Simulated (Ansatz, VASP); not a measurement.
# C (Diamond) in two plane-wave programs

Aim: how closely do two programs agree when they are given the same cell, functional and k mesh?

Main program and level: Ansatz 0.2.0; plane waves, with VASP 6.6.1 beside it; single point at LDA.

## Step 1: The starting structure

The structure is cubic, space group Fd-3m (No. 227). The conventional cell has a = 3.567 Å, b = 3.567 Å, c = 3.567 Å, α = 90.00°, β = 90.00°, γ = 90.00°. Nearest to C lie 4 C at 1.54 Å.

## Step 2: Ansatz: single point, LDA

Ansatz runs on its default PAW (the set named soft_2) files.

A single point gives forces, pressure and levels at one fixed geometry, so differences don't come from the geometry; what else differs is listed under the comparison.

input.yaml

```yaml
crystal:
  lattice:
    - [0.0, 1.78337, 1.78337]
    - [1.78337, 0.0, 1.78337]
    - [1.78337, 1.78337, 0.0]
  atoms:
    - { symbol: C, position: [0.75, 0.75, 0.75] }
    - { symbol: C, position: [0.5, 0.5, 0.5] }
hamiltonian:
  xc: lda
  pseudopotentials: { kind: paw }
kpoints:
  mp_grid: { grid: [9, 9, 9] }
scf:
  occupations: { method: gaussian, width: 0.01 }
  n_extra_bands: 4
output:
  forces: true
  stress: true
  eigenvalues: true
```

Run with:

```bash
ansatz run input.yaml --threads 2 --pin off --max-ram 4608MiB --backend cpu --events-out ev --progress --plain --runs-dir out
```

Numbers of over 12 decimals in the logs are rounded to 6 here.

The log of the run:

```text
scf.n_extra_bands = 4 over 4 filled bands (N_el = 8.0): the run solves 8 bands
Engine: ansatz 0.2.0, aarch64-unknown-linux-gnu
Pseudopotentials: kind: paw
Pseudopotential: C, paw, valence charge 4, recommended cutoff 420 eV (normal), C.paw.azcp
Functional definition: SPW92
  exchange = slater_x
  correlation = pw_c
Crystal: 2 atoms, lattice volume = 11.344 Å³
Basis set: ecut = 420 eV, 229 PW (Γ)
Bands: 8, of which v1, the nominal top of the filled ones, is band 4 counted from 1 (3 counted from 0)
Symmetry: 48 space group operations
Space group: Fd-3m (ITA 227), of the structure as read, at distance tolerance 2.2e-5 Å
k-points: 35 of 729
Non-local potential: C, projectors of the file, l = 0: 2, l = 1: 2, l = 2: 1
PAW form: soft (Blöchl's): semilocal exchange-correlation on the pseudo side does not see the compensation charge
PAW frozen core: C, regenerated for the run's functional, and the local potential with it (the file was generated under x = pbe(κ = 0.804, μ = 0.219515), c = pbe(β = 0.066725))
PAW one-centre angular grid: C, 110 points (default); XC on 64 Gauss nodes
Initial density: superposition of atomic densities (neutral atoms: chi_scale 0, normalization atom), corrected by the library's trained network
Initial wavefunctions: pseudopotential atomic-orbital guess
Functional: x = slater, c = lda
SCF iter   1: F=—  HF=-485.971793 eV  |F-HF|=—  |Δ(HF+E_count)|=         —  Δρ=7.13e-3  dr2=1.99e-3  ethr=1.77e-3  ⟨swp⟩=5.1  Hψ=1818  notcnv=0
preconditioner: auto → none  [insulator: Δε(μ)=4.122 eV  Ē_g=19.480 eV  σ=0.010 eV  W_gap=1.00  n_scr=0 (ndim 8)  ℏωp=31.2 eV  f_vac=0.000  D(μ)=0.00/eV (n_scr^D=0)  ε∞_Penn≈3.6]
SCF iter   2: F=—  HF=-485.971317 eV  |F-HF|=—  |Δ(HF+E_count)|=   4.76e-4  Δρ=3.35e-3  dr2=4.42e-4  ethr=2.49e-5  ⟨swp⟩=1.4  Hψ=578  notcnv=0
SCF iter   3: F=—  HF=-485.971196 eV  |F-HF|=—  |Δ(HF+E_count)|=   1.20e-4  Δρ=1.00e-4  dr2=1.03e-6  ethr=5.52e-6  ⟨swp⟩=2.0  Hψ=414  notcnv=0
SCF iter   4: F=—  HF=-485.971197 eV  |F-HF|=—  |Δ(HF+E_count)|=   2.23e-7  Δρ=2.84e-5  dr2=5.74e-8  ethr=1.29e-8  ⟨swp⟩=2.6  Hψ=409  notcnv=0
iter 5 did not close the SCF: its close was put off for the readings that it lacked (scf_convergence_deferred on its scf_iter line)
SCF iter   5: F=-485.971197 eV  HF=-485.971197 eV  |F-HF|=8.67e-10  |Δ(HF+E_count)|=   1.30e-8  Δρ=3.92e-6  dr2=1.37e-9  ethr=7.18e-10  ⟨swp⟩=2.3  Hψ=411  notcnv=0
SCF iter   6: F=-485.971197 eV  HF=-485.971197 eV  |F-HF|=2.56e-12  |Δ(HF+E_count)|=  6.03e-10  Δρ=6.30e-7  dr2=1.15e-11  ethr=1.72e-11  ⟨swp⟩=1.1  Hψ=851  notcnv=0
SCF 1 converged in 6 iterations: F = -485.971197 eV  dr2 = 1.15e-11
  greatest PAW one-centre occupation: 0.636 electrons in one spin orbital (limit 2), on the C atom at site 1 (counted from 0), in its partial waves of l = 0
SCF converged after 6 iterations
Free energy (F): -485.971197 eV
Harris-Foulkes:  -485.971197 eV  (|F-HF|=2.56e-12)
Internal energy: -485.971197 eV  (E = F + TS)
E sigma→0 (E₀):  -485.971197 eV
Fermi energy:    15.125667 eV
--- Per-component energies (eV) ---
  E_band       = 33.224430
  E_kinetic    = 184.435316
  E_local      = -124.335429  (includes V_loc(G=0)·N_el)
  E_nonlocal   = 55.375401
  E_hartree    = 26.558913
  E_xc         = -96.666098
  E_vxc        = -120.324516  (∫ρ·V_xc dr)
  E_paw        = -183.503623  (= ΣΔE_a)
  E_vpaw       = -15.044176  (= ΣTr[D̂ρ^β])
  E_aug_tail   = 0.000021  (compensation charges beyond the density's cutoff)
  E_ewald      = -347.961363
  E_core_change = 0.125665  (= ΣΔE_core)
  E_smearing   = -0.000000  (= −TS)
  E_closure    = 0.000000  (closes the sum)
  Σ components = -485.971197   (vs F -485.971197, Δ=0.00e0)
--- Forces (eV/Å), atoms counted from 1 ---
  atom   1  C      0.00000000     0.00000000    -0.00000000
  atom   2  C      0.00000000     0.00000000     0.00000000
  max |Σ_I F_I| component: 1.11e-16 eV/Å
--- Stress (GPa, compression-positive) ---
      -13.090103       0.000000       0.000000
        0.000000     -13.090103      -0.000000
       -0.000000      -0.000000     -13.090103
  P = ⅓ Tr σ = -13.0901 GPa (-130.901 kbar)
--- Band table (eV; the first three rows and the last of 35) ---
  k-point 0: bands = ["-8.2652", "13.0622", "13.0622", "13.0622", "18.6016", "18.6016", "18.6016", "26.5598"]
  k-point 1: bands = ["-7.9240", "11.0846", "12.5267", "12.5267", "19.3019", "19.3019", "19.7081", "26.7960"]
  k-point 2: bands = ["-6.9078", "7.4680", "11.5456", "11.5456", "20.5357", "20.5357", "21.0156", "27.4267"]
  k-point 34: bands = ["0.0055", "2.2097", "4.3936", "5.6965", "22.8786", "22.9410", "25.0693", "26.9801"]
```

It took 0.65 s on 2 threads of Arm Neoverse V2, shared host; peak memory 0.23 GiB.

In the SCF lines HF is the Harris–Foulkes energy and dr2 the Hartree energy of the density residual, in eV; the loop may stop once dr2 is under the threshold and the program's other checks hold. Hψ counts applications of the Hamiltonian.

The run ends at a pressure of -13.09 GPa.

## Step 3: VASP: single point, LDA

The same cell, functional (in two slightly different forms), mesh and smearing now go to VASP, with its own data sets and cutoff.

Lines of VASP's logs that name or quote its potential files are left out, and so is its time.

INCAR

```
SYSTEM = C
PREC = Accurate
ENCUT = 440
EDIFF = 1E-08
NELM = 100
ISMEAR = 0
SIGMA = 0.01
LREAL = .FALSE.
ALGO = Normal
GGA = CA
NBANDS = 10
LORBIT = 11
LWAVE = .TRUE.
LCHARG = .FALSE.
KPAR = 4
```

POSCAR

```
C
1.0
    0.0000000000      1.7833700000      1.7833700000
    1.7833700000      0.0000000000      1.7833700000
    1.7833700000      1.7833700000      0.0000000000
C
2
Direct
    0.7500000000      0.7500000000      0.7500000000
    0.5000000000      0.5000000000      0.5000000000
```

KPOINTS

```
Automatic mesh
0
Gamma
9 9 9
0 0 0
```

PAW data sets: C_GW (LDA family, release 64).

Run with:

```bash
mpirun -np 4 vasp_std
```

The log of the run:

```text
[banner, memory and clock lines left out]
running    4 mpi-ranks, on    1 nodes
 distrk:  each k-point on    1 cores,    4 groups
 distr:  one band on    1 cores,    1 groups

 POSCAR found type information on POSCAR C
 POSCAR found :  1 types and       2 ions
 LDA part: xc-table for (Slater(with rela. corr.)+CA(PZ))
 , standard interpolation
 POSCAR, INCAR and KPOINTS ok, starting setup
 FFT: planning ... GRIDC
 FFT: planning ... GRID_SOFT
 FFT: planning ... GRID
 WAVECAR not read
 entering main loop
       N       E                     dE             d eps       ncg     rms          rms(c)
DAV:   1     0.753026082751E+01    0.75303E+01   -0.44166E+03   748   0.698E+02
DAV:   2    -0.205373226822E+02   -0.28068E+02   -0.26157E+02   916   0.187E+02
DAV:   3    -0.210454997772E+02   -0.50818E+00   -0.50616E+00   882   0.192E+01
DAV:   4    -0.210469256134E+02   -0.14258E-02   -0.14257E-02   810   0.106E+00
DAV:   5    -0.210469296864E+02   -0.40729E-05   -0.40730E-05   840   0.634E-02    0.491E+00
DAV:   6    -0.204413538496E+02    0.60558E+00   -0.33735E-01   938   0.530E+00    0.263E+00
DAV:   7    -0.202263736352E+02    0.21498E+00   -0.38249E-01   994   0.538E+00    0.359E-01
DAV:   8    -0.202256747985E+02    0.69884E-03   -0.54975E-03   774   0.913E-01    0.289E-02
DAV:   9    -0.202256812783E+02   -0.64798E-05   -0.20690E-05   802   0.455E-02    0.139E-02
DAV:  10    -0.202256830482E+02   -0.17698E-05   -0.12150E-06   818   0.108E-02    0.145E-03
DAV:  11    -0.202256830543E+02   -0.61459E-08   -0.12160E-08   924   0.154E-03
   1 F= -.20225683E+02 E0= -.20225683E+02  d E =0.000000E+00
 writing wavefunctions
```

Parts of OUTCAR (step 3):

```text
ion  position               nearest neighbor table
   1  0.750  0.750  0.750-   2 1.54   2 1.54   2 1.54   2 1.54
   2  0.500  0.500  0.500-   1 1.54   1 1.54   1 1.54   1 1.54

  LATTYP: Found a face centered cubic cell.
 ALAT       =     3.5667400000

 Subroutine GETGRP returns: Found 48 space group operations
 (whereof 24 operations were pure point group operations)

The static configuration has the point symmetry T_d .
 The point group associated with its full space group is O_h .

 Found     35 irreducible k-points:

   k-points           NKPTS =     35   k-points in BZ     NKDIM =     35   number of bands    NBANDS=     10

   dimension x,y,z NGX =    18 NGY =   18 NGZ =   18
   dimension x,y,z NGXF=    36 NGYF=   36 NGZF=   36

   ENCUT  =  440.0 eV  32.34 Ry    5.69 a.u.   4.31  4.31  4.31*2*pi/ulx,y,z

   NELECT =       8.0000    total number of electrons

 k-points in reciprocal lattice and weights: Automatic mesh
   0.00000000  0.00000000  0.00000000       0.001
   0.11111111  0.00000000  0.00000000       0.011
   0.22222222  0.00000000  0.00000000       0.011
   0.33333333  0.00000000  0.00000000       0.011
   0.44444444  0.00000000  0.00000000       0.011
   0.11111111  0.11111111  0.00000000       0.008
   0.22222222  0.11111111  0.00000000       0.033
   0.33333333  0.11111111  0.00000000       0.033
   0.44444444  0.11111111  0.00000000       0.033
[...]
-0.33333333  0.44444444  0.11111111       0.033
  -0.33333333  0.44444444  0.22222222       0.033

 average (electrostatic) potential at core
       1 -49.4963       2 -49.4963

 E-fermi :   9.9598

 k-point     1 :       0.0000    0.0000    0.0000
  band No.  band energies     occupation
      1     -11.5540      2.00000
      2       9.7587      2.00000
      3       9.7587      2.00000
      4       9.7588      2.00000
      5      15.3054      0.00000
      6      15.3054      0.00000
      7      15.3054      0.00000
      8      23.3128      0.00000
      9      28.7667      0.00000
    ...

 k-point     2 :       0.1111    0.0000    0.0000
  band No.  band energies     occupation
      1     -11.2131      2.00000
      2       7.7910      2.00000
      3       9.2277      2.00000
      4       9.2277      2.00000
      5      16.0058      0.00000
      6      16.0058      0.00000
      7      16.4121      0.00000
      8      23.5460      0.00000
      9      29.2843      0.00000
    ...

 k-point     3 :       0.2222    0.0000    0.0000
  band No.  band energies     occupation
      1     -10.1968      2.00000
      2       4.1783      2.00000
      3       8.2515      2.00000
      4       8.2515      2.00000
      5      17.2377      0.00000
      6      17.2377      0.00000
      7      17.7249      0.00000
      8      24.1671      0.00000
      9      30.0548      0.00000
    ...

  Total       -1.2947677     -1.2947677     -1.2947677     -0.0000000     -0.0000000     -0.0000000
  in kB     -182.8723651   -182.8723651   -182.8723651     -0.0000000     -0.0000000     -0.0000000
  external PRESSURE =    -182.8723651 kB  Pullay stress =       0.0000000 kB

  energy-cutoff  :      440.00
  volume of cell :       11.34
      direct lattice vectors                 reciprocal lattice vectors
     0.000000000  1.783370000  1.783370000    -0.280368067  0.280368067  0.280368067
     1.783370000  0.000000000  1.783370000     0.280368067 -0.280368067  0.280368067
     1.783370000  1.783370000  0.000000000     0.280368067  0.280368067 -0.280368067

 POSITION                                       TOTAL-FORCE (eV/Angst)
 -----------------------------------------------------------------------------------
      2.67505      2.67505      2.67505        -0.000000      0.000000      0.000000
      1.78337      1.78337      1.78337         0.000000     -0.000000     -0.000000
 -----------------------------------------------------------------------------------
    total drift:                                0.000000     -0.000000      0.000000

  FREE ENERGIE OF THE ION-ELECTRON SYSTEM (eV)
  ---------------------------------------------------
  free  energy   TOTEN  =       -20.2256830543 eV

  energy  without entropy=      -20.2256830543  energy(sigma->0) =      -20.22568305

 total charge
# of ion       s       p       d       tot
------------------------------------------
    1        0.791   1.719   0.000   2.510
    2        0.791   1.719   0.000   2.510
--------------------------------------------------
tot          1.582   3.438   0.000   5.020

[... 3 further parts left out ...]
```

The run ends at a pressure of -18.29 GPa.

## Step 4: Differences

Known differences besides the potentials themselves: the two LDA forms differ slightly; the cutoff is 420 eV in Ansatz and 440 eV in VASP; VASP's log shows a relativistic correction to its local exchange, Ansatz's none. Total energies have different zeros and are not compared.

Compared:

```csv
quantity,Ansatz,VASP,difference
gap on the k mesh (eV),4.127,4.127,0.000
```

Not compared: the pressure (VASP's GW data sets at this cutoff don't carry it). A gap on the mesh is an upper bound, since the band edges may lie between its points.

## Step 5: Other set-ups

Further runs change the set-up of one program: Ansatz's method, potentials or start, or VASP's data sets, cutoff or form of LDA. The table gives Ansatz less VASP for each quantity, since a change that brings one quantity closer may part another.

```csv
run,gap on the k mesh (eV)
as above,-1.4e-4
cores kept as stored,-0.0020
Ansatz's larger PAW set (cutoff 800 eV),0.0012
norm-conserving potentials (cutoff 1116 eV),0.034
```

## Step 6: What came out

```yaml
difference_in_gap_on_the_k_mesh_single_point_lda: -1.4e-4 eV
```

What this shows: The difference in gap on the k mesh is -1.4e-4 eV (single point, LDA), within the 0.08 eV picked in this series as the mark of a large difference. Single point, LDA, cores kept as stored: the difference in gap on the k mesh goes from -1.4e-4 to -0.0020 eV. Single point, LDA, Ansatz's larger PAW set (cutoff 800 eV): the difference in gap on the k mesh goes from -1.4e-4 to 0.0012 eV. Single point, LDA, norm-conserving potentials (cutoff 1116 eV): the difference in gap on the k mesh goes from -1.4e-4 to 0.034 eV. Such differences can come from data sets, numerical settings and the points named under the comparisons, not from the functional's error against experiment.

[Lines on the potential files, build, host, timing and source positions are cut from VASP's logs without a mark.]

[Logs are printed without paths, hosts, clocks, repeated set-up lines and the standing remarks that a program may print on its own settings, such as how far it seeks lower states.]

[Hosts, paths, dates, database ids (printed as entryN), source tags and the programs' standing remarks are cut or masked in the printed files.]
